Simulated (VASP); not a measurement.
Calculation: PBE GGA, VASP's PBE PAW potentials (set 64) (plane waves; VASP).

The input files of a VASP run:

### INCAR
```
SYSTEM=La
LASPH=.True.   ! aspherical one-centre terms
ALGO=Normal   ! blocked Davidson
LCHARG=.False.
NELM=100   ! most electronic steps
ISIF=2
EDIFF=1E-6
LMAXMIX=6   ! l cut-off of mixed one-centre charges
LWAVE=.False.
ENCUT=300   ! plane-wave cut-off (eV)
PREC=Accurate
ISMEAR=-1   ! Fermi-Dirac
LREAL=.False.   ! projection in real space or not
SIGMA=0.15
GGA=PE   ! PBE
```

File POSCAR:
```
La
6.106260
  0.6159175993   0.0000000000   0.0000000000
 -0.3079587178   0.5334001500   0.0000000000
  0.0000000000   0.0000000000   1.0000000000
La
2
direct
  0.3360250000   0.6530290000   0.2570780000
  0.6639750000   0.3469710000   0.7429220000
```

**KPOINTS**
```
K-points
0
G
 10 10 5
```

POTCAR, in this order: La (PBE.64 set). Program: vasp_std.

Output

### OSZICAR
```
       N       E                     dE             d eps       ncg     rms          rms(c)
DAV:   1     0.219660703880E+03    0.21966E+03   -0.60344E+03  7607   0.129E+03
DAV:   2     0.206790809181E+02   -0.19898E+03   -0.19752E+03 11447   0.339E+02
DAV:   3    -0.621007137769E+01   -0.26889E+02   -0.26277E+02 13152   0.138E+02
DAV:   4    -0.954551641890E+01   -0.33354E+01   -0.32906E+01 15089   0.424E+01
DAV:   5    -0.984034166696E+01   -0.29483E+00   -0.29330E+00 12472   0.123E+01    0.325E+00
DAV:   6    -0.983777621202E+01    0.25655E-02   -0.70614E-01 15112   0.595E+00    0.169E+00
DAV:   7    -0.983205803358E+01    0.57182E-02   -0.62419E-02 13241   0.205E+00    0.896E-01
DAV:   8    -0.983118730397E+01    0.87073E-03   -0.19074E-02 13728   0.115E+00    0.172E-01
DAV:   9    -0.983170215945E+01   -0.51486E-03   -0.14811E-03 15120   0.321E-01    0.142E-01
DAV:  10    -0.983216391630E+01   -0.46176E-03   -0.73260E-04 14688   0.190E-01    0.964E-02
DAV:  11    -0.983257835170E+01   -0.41444E-03   -0.17747E-03 13236   0.283E-01    0.173E-02
DAV:  12    -0.983260403834E+01   -0.25687E-04   -0.18247E-04 15088   0.126E-01    0.725E-03
DAV:  13    -0.983260562085E+01   -0.15825E-05   -0.11659E-05 13704   0.233E-02    0.532E-03
DAV:  14    -0.983260566393E+01   -0.43080E-07   -0.31986E-06 10160   0.143E-02
   1 F= -.98326057E+01 E0= -.96955640E+01  d E =-.274083E+00
```

**OUTCAR**
```
------------------------ aborting loop because EDIFF is reached ----------------------------------------
  FORCE on cell =-STRESS in cart. coord.  units (eV):
  Direction    XX          YY          ZZ          XY          YZ          ZX
  --------------------------------------------------------------------------------------
  Total        0.2196610      0.0894090      0.1318513     -0.0543023     -0.0203654      0.0164917
  in kB        4.7050250      1.9150950      2.8241870     -1.1631270     -0.4362157      0.3532444
  external PRESSURE =       3.1481023 kB  Pullay stress =       0.0000000 kB
  volume of cell :       74.80
      direct lattice vectors                 reciprocal lattice vectors
     3.760953000  0.000000000  0.000000000     0.265890055  0.153511694  0.000000000
    -1.880476000  3.257080000  0.000000000     0.000000000  0.307023469  0.000000000
     0.000000000  0.000000000  6.106260000     0.000000000  0.000000000  0.163766364
 POSITION                                       TOTAL-FORCE (eV/Angst)
 -----------------------------------------------------------------------------------
      0.03577      2.12697      1.56979        -0.013075      0.023462     -0.137398
      1.84471      1.13011      4.53647         0.013075     -0.023462      0.137398
 -----------------------------------------------------------------------------------
    total drift:                               -0.000000      0.000000      0.000000
  FREE ENERGIE OF THE ION-ELECTRON SYSTEM (eV)
  ---------------------------------------------------
  free  energy   TOTEN  =        -9.8326056639 eV

  energy  without entropy=       -9.5585224167  energy(sigma->0) =       -9.69556404
```
(Selected blocks of OUTCAR.)

At this cut-off the stress carries a Pulay error, which pulls relaxed volumes low.

The structure was generated: La was put into an ordered model structure, which need not be its known phase. The cell was not relaxed at this level, atoms are displaced from their ideal sites. The run is one of a series of settings (SIGMA = 0.15 against the base run), some of them coarse on purpose.
